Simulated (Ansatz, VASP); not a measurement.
Rb3Na: VASP beside Ansatz

INCAR

```
PREC = Accurate
ENCUT = 520
EDIFF = 1E-7
ISMEAR = 1
SIGMA = 0.05
LREAL = F
LASPH = T
NELM = 100
ALGO = Normal
ISIF = 2
LWAVE = F
LCHARG = T
GGA = CA
LELF = T
LVHAR = T
NBANDS = 25
```

The input KPOINTS:

```
Automatic mesh
0
Gamma
  4 4 4
```

File POSCAR:

```
Rb3Na
1.0
    6.7605980000      0.0000000000      0.0000000000
    0.0000000000      6.7605980000      0.0000000000
    0.0000000000      0.0000000000      6.7605980000
Rb Na
3 1
Direct
    0.0000000000      0.5000000000      0.5000000000
    0.5000000000      0.0000000000      0.5000000000
    0.5000000000      0.5000000000      0.0000000000
    0.0000000000      0.0000000000      0.0000000000
```

Input for Ansatz:

```yaml
crystal:
  lattice:
    - [6.760598, 0.0, 0.0]
    - [0.0, 6.760598, 0.0]
    - [0.0, 0.0, 6.760598]
  atoms:
    - { symbol: Rb, position: [0.0, 0.5, 0.5] }
    - { symbol: Rb, position: [0.5, 0.0, 0.5] }
    - { symbol: Rb, position: [0.5, 0.5, 0.0] }
    - { symbol: Na, position: [0.0, 0.0, 0.0] }
basis:
  ecutwfc: 450.0
kpoints:
  mp_grid:
    grid: [4, 4, 4]
hamiltonian:
  xc: lda
scf:
  occupations:
    method: methfessel_paxton
    width: 0.05
output:
  forces: true
  stress: true
```

The cell comes from a database or a generator and needn't be the stable form of this composition.

Alike in both runs: task single point; functional LDA; k mesh 4 × 4 × 4; occupations methfessel-paxton of order 1, width 0.05 eV; no spin polarisation.

|  | VASP | Ansatz |
| --- | --- | --- |
| version | VASP 6.6.1 | Ansatz 0.2.0 |
| potentials or method | VASP PAW LDA potentials, release 64 (Rb_sv, Na_pv) | plane waves, PAW |
| plane-wave cutoff (eV) | 520 | 450 |
| valence electrons in the cell | 34 | 36 |

|  | VASP | Ansatz | Ansatz less VASP |
| --- | --- | --- | --- |
| pressure (GPa) | -0.5 | -0.5 | +0.01 |

The two sets of potentials don't hold the same shells in valence.
